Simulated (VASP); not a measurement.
These are PBE GGA, VASP's PBE PAW potentials (set 64) (plane waves; VASP 6.6.1) values and carry that method's errors.

The input files of a VASP run:

File POSCAR:
```
GaN
1
    1.5404422024    -2.6681241199     0.0000000000
    1.5404422024     2.6681241199    -0.0000000000
    0.0000000000     0.0000000000     5.0179909353
Ga N
2 2
Direct
  0.6666670000   0.3333330000   0.5001906934
  0.3333330000   0.6666670000   0.0001906934
  0.6666670000   0.3333330000   0.8768093066
  0.3333330000   0.6666670000   0.3768093066
```

File KPOINTS:
```
Automatic mesh
0
Gamma
8 8 5
0 0 0
```

**INCAR**
```
EDIFF = 1E-6
PSTRESS = 300   # kbar
ENCUT = 620
ALGO = Normal   # blocked Davidson
SIGMA = 0.05   # width (eV)
PREC = Accurate
NELM = 100   # most electronic steps
LREAL = .FALSE.
ISIF = 3   # ions, shape and volume
IBRION = 2   # conjugate gradients
SYSTEM = GaN
LASPH = .TRUE.   # aspherical one-centre terms
ISMEAR = 0   # Gaussian
NSW = 40
LMAXMIX = 4   # l cut-off of mixed one-centre charges
GGA = PE   # PBE
LWAVE = .FALSE.
LCHARG = .FALSE.
EDIFFG = -0.02
```

POTCAR, in this order: Ga_d N (PBE.64 set). Program: vasp_std.

Output

File OSZICAR:
```
       N       E                     dE             d eps       ncg     rms          rms(c)
DAV:   1     0.300008045075E+03    0.30001E+03   -0.20448E+04  1420   0.354E+03
DAV:   2     0.117978883028E+02   -0.28821E+03   -0.27930E+03  1434   0.583E+02
DAV:   3    -0.264619316474E+02   -0.38260E+02   -0.37957E+02  1500   0.169E+02
DAV:   4    -0.282079649336E+02   -0.17460E+01   -0.17414E+01  1814   0.373E+01
DAV:   5    -0.282354707915E+02   -0.27506E-01   -0.27489E-01  1504   0.452E+00    0.115E+01
DAV:   6    -0.237178270048E+02    0.45176E+01   -0.15091E+01  2406   0.641E+01    0.310E+00
DAV:   7    -0.238712507985E+02   -0.15342E+00   -0.23562E+00  1440   0.136E+01    0.285E+00
DAV:   8    -0.238722519561E+02   -0.10012E-02   -0.34015E-01  1908   0.114E+01    0.911E-01
DAV:   9    -0.238440409821E+02    0.28211E-01   -0.13131E-01  2326   0.704E+00    0.292E-01
DAV:  10    -0.238450475793E+02   -0.10066E-02   -0.86248E-03  1500   0.967E-01    0.874E-02
DAV:  11    -0.238450663036E+02   -0.18724E-04   -0.94245E-04  2080   0.708E-01    0.166E-02
DAV:  12    -0.238450753715E+02   -0.90679E-05   -0.12770E-04  1942   0.179E-01    0.127E-02
DAV:  13    -0.238450759602E+02   -0.58869E-06   -0.15868E-05  2316   0.454E-02    0.396E-03
DAV:  14    -0.238450761395E+02   -0.17924E-06   -0.35191E-06  1448   0.157E-02
   1 F= -.16121437E+02 E0= -.16121437E+02  d E =-.161214E+02
```

OUTCAR:
```
------------------------ aborting loop because EDIFF is reached ----------------------------------------
  FORCE on cell =-STRESS in cart. coord.  units (eV):
  Direction    XX          YY          ZZ          XY          YZ          ZX
  --------------------------------------------------------------------------------------
  Total        7.6650441      7.6650439      7.6887033      0.0000000      0.0000000      0.0000000
  in kB      297.7240630    297.7240539    298.6430260      0.0000000      0.0000000      0.0000000
  external PRESSURE =      -1.9696191 kB  Pullay stress =     300.0000000 kB
  volume of cell :       41.25
      direct lattice vectors                 reciprocal lattice vectors
     1.540442202 -2.668124120  0.000000000     0.324582123 -0.187397579  0.000000000
     1.540442202  2.668124120  0.000000000     0.324582123  0.187397579  0.000000000
     0.000000000  0.000000000  5.017990935     0.000000000  0.000000000  0.199282943
  FREE ENERGIE OF THE ION-ELECTRON SYSTEM (eV)
  ---------------------------------------------------
  free  energy   TOTEN  =       -23.8450761395 eV

  energy  without entropy=      -23.8450761395  energy(sigma->0) =      -23.84507614
  enthalpy is  TOTEN    =       -16.1214369495 eV   P V=        7.7236391900

 reached required accuracy - stopping structural energy minimisation
```
(Selected blocks of OUTCAR.)

The compound is GaN in the wurtzite structure. It was relaxed first under an external pressure of 30 GPa.
